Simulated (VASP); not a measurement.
```
GaInZnO4
1.0
    1.68243     0.97135     8.87423
   -1.68243     0.97135     8.87423
    0.00000    -1.94270     8.87423
In Ga Zn O
1 1 1 4
Direct
  0.00000   0.00000   0.00000
  0.78290   0.78290   0.78290
  0.21710   0.21710   0.21710
  0.87180   0.87180   0.87180
  0.12820   0.12820   0.12820
  0.70720   0.70720   0.70720
  0.29280   0.29280   0.29280
```

The numbers are results of PBE GGA, VASP's PBE PAW potentials (set 64) (plane waves; VASP), not measurements. Run with 400 eV cut-off, 9×9×9 Γ-centred mesh, Gaussian smearing of 0.10 eV, potentials In_d Ga_d Zn O.

At this cut-off the stress carries a Pulay error, which pulls relaxed volumes low.

**Question.** Give the force on each atom (eV/Å).

**Answer.** 
```
atom     Fx     Fy      Fz
----  -----  -----  ------
In1   0.000  0.000  -1.403
Ga2   0.000  0.000   0.824
Zn3   0.000  0.000   0.344
O4    0.000  0.000  -1.541
O5    0.000  0.000  -1.151
O6    0.000  0.000   1.699
O7    0.000  0.000   1.228
```

**Question.** Give the stress tensor in GPa (positive for a compressed cell).

**Answer.** 
```
-5.10   0.00   0.00
 0.00  -5.10   0.00
 0.00   0.00  -9.36
```
The pressure is its mean diagonal, -6.52 GPa.

The structure was generated: ZnInGaO4 was put into an ordered model structure, which need not be its known phase. The cell was not relaxed at this level.
